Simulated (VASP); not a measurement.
# Si2P (F-43m) in VASP: further runs

One crystal, Si2P, is run at these levels: PBE; tasks: relaxation of cell and atoms.

All numbers are computed with VASP 6.6.1; they aren't measurements. Logs are shortened: lines on timing, memory, paths and dates and some standing lists are left out, and cuts for length are marked.

## (1) The structure

It takes space group F-43m (No. 216, cubic). The conventional cell has a = 5.715 Å, b = 5.715 Å, c = 5.715 Å, α = 90.00°, β = 90.00°, γ = 90.00°. Around Si (site symmetry -43m) lie 4 P at 2.47 Å and 4 Si at 2.47 Å. Around Si (site symmetry -43m) lie 4 Si at 2.47 Å. P (site symmetry -43m) has 4 Si at 2.47 Å as nearest neighbours.

The cell was built by a generator and needn't be a form met in nature.

## (2) Relaxation of cell and atoms, PBE

INCAR reads:

```
SYSTEM = Si2P
  PREC = Normal
  ENCUT = 520
  EDIFF = 1E-4
  ISMEAR = 0
  SIGMA = 0.15
  LREAL = .False.
  LASPH = .True.
  NELM = 60
  ALGO = Fast
  ISIF = 3
  LWAVE = .False.
  LCHARG = .False.
  GGA = PE
  IBRION = 2
  NSW = 24
  EDIFFG = -0.08
```

KPOINTS reads:

```
regular mesh
0
Gamma
  6 6 6
  0 0 0
```

POSCAR reads:

```
Si2P
1.0
    0.0000000000      2.8574674900      2.8574674900
    2.8574674900      0.0000000000      2.8574674900
    2.8574674900      2.8574674900      0.0000000000
Si P
2 1
Direct
    0.7500000000      0.7500000000      0.7500000000
    0.5000000000      0.5000000000      0.5000000000
    0.0000000000      0.0000000000      0.0000000000
```

Potentials or basis: VASP PAW PBE potentials, release 64 (Si, P).

Started as:

```bash
$ cat potpaw_PBE.64/Si/POTCAR potpaw_PBE.64/P/POTCAR > POTCAR
$ mpirun -np 1 vasp_std > vasp.out
```

OUTCAR:

```text
SYSTEM = Si2P
   PREC = Normal
   ENCUT = 520
   EDIFF = 1E-4
   ISMEAR = 0
   LREAL = .False.
   LASPH = .True.
   NELM = 60
   ISIF = 3
   GGA = PE
   IBRION = 2
   NSW = 24
   EDIFFG = -0.08

 ion  position               nearest neighbor table
   1  0.750  0.750  0.750-   2 2.47   2 2.47   2 2.47   2 2.47   3 2.47   3 2.47   3 2.47   3 2.47

   2  0.500  0.500  0.500-   1 2.47   1 2.47   1 2.47   1 2.47   3 2.86   3 2.86   3 2.86   3 2.86
                             3 2.86   3 2.86
   3  0.000  0.000  0.000-   1 2.47   1 2.47   1 2.47   1 2.47   2 2.86   2 2.86   2 2.86   2 2.86
                             2 2.86   2 2.86

  LATTYP: Found a face centered cubic cell.
 ALAT       =     5.7149349800

  Lattice vectors:

 A1 = (   0.0000000000,   2.8574674900,   2.8574674900)
 A2 = (   2.8574674900,   0.0000000000,   2.8574674900)
 A3 = (   2.8574674900,   2.8574674900,   0.0000000000)

Analysis of symmetry for initial positions (statically):
=====================================================================
 Subroutine PRICEL returns:
 Original cell was already a primitive cell.

 Routine SETGRP: Setting up the symmetry group for a
 face centered cubic supercell.

 Subroutine GETGRP returns: Found 24 space group operations
 (whereof 24 operations were pure point group operations)
 out of a pool of 48 trial point group operations.

The static configuration has the point symmetry T_d .

Analysis of symmetry for dynamics (positions and initial velocities):
=====================================================================
 Subroutine PRICEL returns:
 Original cell was already a primitive cell.

 Routine SETGRP: Setting up the symmetry group for a
 face centered cubic supercell.

 Subroutine GETGRP returns: Found 24 space group operations
 (whereof 24 operations were pure point group operations)
 out of a pool of 48 trial point group operations.

The dynamic configuration has the point symmetry T_d .

 Subroutine INISYM returns: Found 24 space group operations
 (whereof 24 operations are pure point group operations),
 and found     1 'primitive' translations

----------------------------------------------------------------------------------------

                                     Primitive cell

  volume of cell :      46.6631

  direct lattice vectors                    reciprocal lattice vectors
     0.000000000  2.857467490  2.857467490    -0.174980118  0.174980118  0.174980118
     2.857467490  0.000000000  2.857467490     0.174980118 -0.174980118  0.174980118
     2.857467490  2.857467490  0.000000000     0.174980118  0.174980118 -0.174980118

  length of vectors
     4.041069278  4.041069278  4.041069278     0.303074456  0.303074456  0.303074456

  position of ions in fractional coordinates (direct lattice)
     0.750000000  0.750000000  0.750000000
     0.500000000  0.500000000  0.500000000
     0.000000000  0.000000000  0.000000000

  ion indices of the primitive-cell ions
   primitive index   ion index
                 1           1
                 2           2
                 3           3

----------------------------------------------------------------------------------------

 KPOINTS: regular mesh

Automatic generation of k-mesh.
 Grid dimensions read from file:
 generate k-points for:    6    6    6

 Generating k-lattice:

  Cartesian coordinates                     Fractional coordinates (reciprocal lattice)
    -0.029163353  0.029163353  0.029163353     0.166666667  0.000000000  0.000000000
     0.029163353 -0.029163353  0.029163353     0.000000000  0.166666667  0.000000000
     0.029163353  0.029163353 -0.029163353     0.000000000  0.000000000  0.166666667

  Length of vectors
     0.050512409  0.050512409  0.050512409

  Shift w.r.t. Gamma in fractional coordinates (k-lattice)
     0.000000000  0.000000000  0.000000000

 Subroutine IBZKPT returns following result:
 ===========================================

 Found     16 irreducible k-points:

 Following reciprocal coordinates:
            Coordinates               Weight
  0.000000  0.000000  0.000000      1.000000
  0.166667  0.000000  0.000000      8.000000
  0.333333  0.000000  0.000000      8.000000
  0.500000  0.000000  0.000000      4.000000
  0.166667  0.166667  0.000000      6.000000
  0.333333  0.166667  0.000000     24.000000
[... 8 lines left out ...]
 -0.333333  0.333333  0.166667     24.000000
 -0.333333  0.500000  0.166667     12.000000
   k-points           NKPTS =     16   k-points in BZ     NKDIM =     16   number of bands    NBANDS=     10
   number of dos      NEDOS =    301   number of ions     NIONS =      3
   total plane-waves  NPLWV =  13824
   dimension x,y,z NGX =    24 NGY =   24 NGZ =   24
   dimension x,y,z NGXF=    48 NGYF=   48 NGZF=   48
   ions per type =               2   1
   NGX,Y,Z   is equivalent  to a cutoff of   9.87,  9.87,  9.87 a.u.
   NGXF,Y,Z  is equivalent  to a cutoff of  19.75, 19.75, 19.75 a.u.
 SYSTEM =  Si2P
   PREC   = normal    normal or accurate (medium, high low for compatibility)
   ISTART =      0    job   : 0-new  1-cont  2-samecut
   ICHARG =      2    charge: 1-file 2-atom 10-const
   ISPIN  =      1    spin polarized calculation?
   LNONCOLLINEAR =      F non collinear calculations
   LSORBIT =      F    spin-orbit coupling
   LASPH  =      T    aspherical Exc in radial PAW
   ENCUT  =  520.0 eV  38.22 Ry    6.18 a.u.   7.51  7.51  7.51*2*pi/ulx,y,z
   NELM   =     60;   NELMIN=  2; NELMDL= -5     # of ELM steps
   EDIFF  = 0.1E-03   stopping-criterion for ELM
   LREAL  =      F    real-space projection
   EDIFFG = -.8E-01   stopping-criterion for IOM
   NSW    =     24    number of steps for IOM
   IBRION =      2    ionic relax: 0-MD 1-quasi-New 2-CG
   NFREE  =      1    steps in history (QN), initial steepest desc. (CG)
   ISIF   =      3    stress and relaxation
   ISYM   =      2    0-nonsym 1-usesym 2-fastsym
   POTIM  = 0.5000    time-step for ionic-motion
   TEBEG  =    0.0;   TEEND  =   0.0 temperature during run
   PSTRESS=    0.0 pullay stress
   NELECT =      13.0000    total number of electrons
   NUPDOWN=      -1.0000    fix difference up-down
   EMIN   =  10.00;   EMAX   =-10.00  energy-range for DOS
   EFERMI =   0.00;   METHOD = LEGACY
   ISMEAR =     0;   SIGMA  =   0.15  broadening in eV -4-tet -1-fermi 0-gaus
   EFERMI_NEDOS =   21; number of points for ismear=-14 and -15
   IALGO  =     68    algorithm
   IMIX   =      4    mixing-type and parameters
     AMIX     =   0.40;   BMIX     =  1.00
     AMIX_MAG =   1.60;   BMIX_MAG =  1.00
  volume/ion in A,a.u.               =      15.55       104.97
  Fermi-wavevector in a.u.,A,eV,Ry     =   1.069214  2.020522 15.554434  1.143219
  Thomas-Fermi vector in A             =   2.204886
   LORBIT       =      0    0 simple, 1 ext, 2 COOP (PROOUT), +10 PAW based schemes
   GGA     = PE    functional components
   LHFCALC =     F    Hartree Fock is set to
   AEXX    =    0.0000 exact exchange contribution
   IVDW    =     0    specifies the selected vdW correction
   LEPSILON=     F    determine dielectric tensor
   LRPA    =     F    only Hartree local field effects (RPA)
 conjugate gradient relaxation of ions
 non-spin polarized calculation
 RMM-DIIS sequential band-by-band and
 Gauss-broadening in eV      SIGMA  =   0.15
  energy-cutoff  :      520.00
  volume of cell :       46.66
 maximum number of plane-waves:      1278
   NGX = 15   NGY = 15   NGZ = 15

--------------------------------------- Ionic step        1  -------------------------------------------

 number of electron      13.0000000 magnetization

 Free energy of the ion-electron system (eV)
  ---------------------------------------------------
  ext. energy  EPLUGINS =         0.00000000
  ---------------------------------------------------
  free energy    TOTEN  =       -14.68305684 eV

  energy without entropy =      -14.65927884  energy(sigma->0) =      -14.67116784

------------------------ aborting loop because EDIFF is reached ----------------------------------------

  FORCE on cell =-STRESS in cart. coord.  units (eV):
  Direction    XX          YY          ZZ          XY          YZ          ZX
  --------------------------------------------------------------------------------------
  -------------------------------------------------------------------------------------
  Total        1.6753925      1.6753925      1.6753925      0.0000000      0.0000000      0.0000000
  in kB       57.5245555     57.5245555     57.5245555      0.0000000      0.0000000      0.0000000
  external PRESSURE =      57.5245555 kB  Pullay stress =       0.0000000 kB

 VOLUME and BASIS-vectors are now :
 -----------------------------------------------------------------------------
  energy-cutoff  :      520.00
  volume of cell :       46.66
      direct lattice vectors                 reciprocal lattice vectors
     0.000000000  2.857467490  2.857467490    -0.174980118  0.174980118  0.174980118
     2.857467490  0.000000000  2.857467490     0.174980118 -0.174980118  0.174980118
     2.857467490  2.857467490  0.000000000     0.174980118  0.174980118 -0.174980118
[... 38 lines left out ...]
 POSITION                                       TOTAL-FORCE (eV/Angst)
 -----------------------------------------------------------------------------------
      4.40168      4.40168      4.40168         0.000000      0.000000      0.000000
      2.93445      2.93445      2.93445         0.000000     -0.000000     -0.000000
      2.93445      2.93445     -0.00000        -0.000000      0.000000     -0.000000
 -----------------------------------------------------------------------------------
    total drift:                               -0.000000     -0.000000     -0.000000

  FREE ENERGIE OF THE ION-ELECTRON SYSTEM (eV)
  ---------------------------------------------------
  free  energy   TOTEN  =       -14.7300288502 eV

  energy  without entropy=      -14.7103077585  energy(sigma->0) =      -14.72016830

--------------------------------------- Ionic step        3  -------------------------------------------

 number of electron      13.0000001 magnetization

 Free energy of the ion-electron system (eV)
  ---------------------------------------------------
  ext. energy  EPLUGINS =         0.00000000
  ---------------------------------------------------
  free energy    TOTEN  =       -14.73417686 eV

  energy without entropy =      -14.71416631  energy(sigma->0) =      -14.72417159

 E-fermi :   8.3092     XC(G=0): -10.5004

 val. band max:        8.2725411269   @ k =   0.1667   0.1667   0.0000
 cond. band min:       8.3838914485   @ k =  -0.3333   0.5000   0.1667
 fundamental gap:      0.1113503216
 Fermi energy:         8.3092169439

 k-point     1 :       0.0000    0.0000    0.0000
  band No.  band energies     occupation
      1      -6.2283      2.00000
      2       3.4117      2.00000
      3       5.1944      2.00000
      4       5.1944      2.00000
      5       5.1944      2.00000
      6       6.6788      2.00000
      7       6.6788      2.00000
      8       6.6788      2.00000
      9       8.6107      0.00448
     10      11.5382      0.00000

 k-point     2 :       0.1667    0.0000    0.0000
  band No.  band energies     occupation
      1      -5.9093      2.00000
      2       1.7142      2.00000
      3       4.7424      2.00000
      4       4.8101      2.00000
      5       4.8101      2.00000
      6       6.9999      2.00000
      7       6.9999      2.00000
      8       7.2484      2.00000
      9      10.5949      0.00000
     10      10.6303      0.00000
[... 202 lines left out ...]
 POSITION                                       TOTAL-FORCE (eV/Angst)
 -----------------------------------------------------------------------------------
      4.37552      4.37552      4.37552         0.000000      0.000000      0.000000
      2.91701      2.91701      2.91701        -0.000000     -0.000000     -0.000000
      0.00000      0.00000      0.00000        -0.000000     -0.000000     -0.000000
 -----------------------------------------------------------------------------------
    total drift:                                0.000000      0.000000     -0.000000

  FREE ENERGIE OF THE ION-ELECTRON SYSTEM (eV)
  ---------------------------------------------------
  free  energy   TOTEN  =       -14.7341768607 eV

  energy  without entropy=      -14.7141663150  energy(sigma->0) =      -14.72417159

 reached required accuracy - stopping structural energy minimisation
```

Wall time 4.1 s (1 thread of AMD EPYC 9R45 (Zen 5), shared host); peak memory 0.1 GiB.

What came out:

```
Free energy                            : -14.7342 eV
Relaxed volume                         : 16.55 Å³/atom
Relaxed cell                           : a = 4.125 Å, b = 4.125 Å, c = 4.125 Å, α = 60.00°, β = 60.00°, γ = 60.00°
Space group after relaxing (to 0.05 Å) : F-43m (No. 216)
Energy gained by relaxing              : 17.0 meV/atom
Ionic steps                            : 3
Pressure after relaxing                : 0.0 GPa
Band gap on the k mesh                 : none (metal or under the smearing width)
```

The path:
| step | energy change (eV) | largest force (eV/Å) | pressure (GPa) | volume (Å³) |
| --- | --- | --- | --- | --- |
| 1 | 0.0000 | 0.0000 | 5.75 | 46.66 |
| 2 | -0.0470 | 0.0000 | -1.41 | 50.54 |
| 3 | -0.0511 | 0.0000 | -0.04 | 49.64 |

Final structure:
```
Si P
1.0
     0.00000    2.91701    2.91701
     2.91701    0.00000    2.91701
     2.91701    2.91701    0.00000
Si P
2 1
Direct
  0.75000 0.75000 0.75000
  0.50000 0.50000 0.50000
  0.00000 0.00000 0.00000
```

Caveat: the relaxation stopped at a loose force limit of 0.08 eV/Å, so its end isn't a converged minimum.

## (3) Relaxation of cell and atoms, PBE

This run uses another cell than the first one, of 22.41 Å³/atom, 1.441 times its volume.

INCAR is that of step 2.

KPOINTS is that of step 2.

POSCAR reads:

```
Si2P
1.0
    0.0000000000      3.2273818300      3.2273818300
    3.2273818300      0.0000000000      3.2273818300
    3.2273818300      3.2273818300      0.0000000000
Si P
2 1
Direct
    0.7500000000      0.7500000000      0.7500000000
    0.2500000000      0.2500000000      0.2500000000
    0.0000000000      0.0000000000      0.0000000000
```

Potentials or basis: VASP PAW PBE potentials, release 64 (Si, P).

Started as:

```bash
$ cat potpaw_PBE.64/Si/POTCAR potpaw_PBE.64/P/POTCAR > POTCAR
$ mpirun -np 1 vasp_std > vasp.out
```

Run time: 8.4 s. Hardware: 1 thread of AMD EPYC 9R45 (Zen 5), shared host; peak memory 0.12 GiB.

The run converged. Its results:

```yaml
Free_energy: -14.5737 eV
Relaxed_volume: 16.15 Å³/atom
Relaxed_cell: a = 4.092 Å, b = 4.092 Å, c = 4.092 Å, α = 60.00°, β = 60.00°, γ = 60.00°
Space_group_after_relaxing_to_0.05_Å: Fm-3m (No. 225)
Energy_gained_by_relaxing: 305.4 meV/atom
Ionic_steps: 4
Pressure_after_relaxing: -0.1 GPa
Band_gap_on_the_k_mesh: none (metal or under the smearing width)
```

Step by step:
```tsv
step	energy change (eV)	largest force (eV/Å)	pressure (GPa)	volume (Å³)
1	0.0000	0.0000	-11.04	67.23
2	-0.8085	0.0000	-6.41	53.30
3	-0.9124	0.0000	1.43	47.54
4	-0.9162	0.0000	-0.09	48.46
```

Final structure:
```cif
data_structure
_symmetry_space_group_name_H-M 'P 1'
_symmetry_Int_Tables_number 1
_cell_length_a 4.0924
_cell_length_b 4.0924
_cell_length_c 4.0924
_cell_angle_alpha 60.000
_cell_angle_beta 60.000
_cell_angle_gamma 60.000
_cell_volume 48.46
loop_
_atom_site_label
_atom_site_type_symbol
_atom_site_fract_x
_atom_site_fract_y
_atom_site_fract_z
_atom_site_occupancy
Si1 Si 0.75000 0.75000 0.75000 1
Si2 Si 0.25000 0.25000 0.25000 1
P1 P 0.00000 0.00000 0.00000 1
```

Levels at points of the mesh, in eV from the Fermi level:
| k point | band 4 | band 5 | band 6 | band 7 | band 8 | band 9 |
| --- | --- | --- | --- | --- | --- | --- |
| (0.00, 0.00, 0.00) | -3.19 | -2.61 | -1.92 | -1.92 | -1.92 | -1.81 |
| (0.50, 0.00, 0.00) | -4.48 | -4.48 | -1.16 | -1.16 | 1.15 | 4.94 |
| (0.50, 0.50, 0.00) | -6.12 | -6.01 | -2.58 | 4.60 | 4.60 | 4.84 |

Caveat: the volume moved by over 15 % at a fixed basis, so the end points are rough; the relaxation stopped at a loose force limit of 0.08 eV/Å, so its end isn't a converged minimum.

(Part 1 of 2 ends here.)
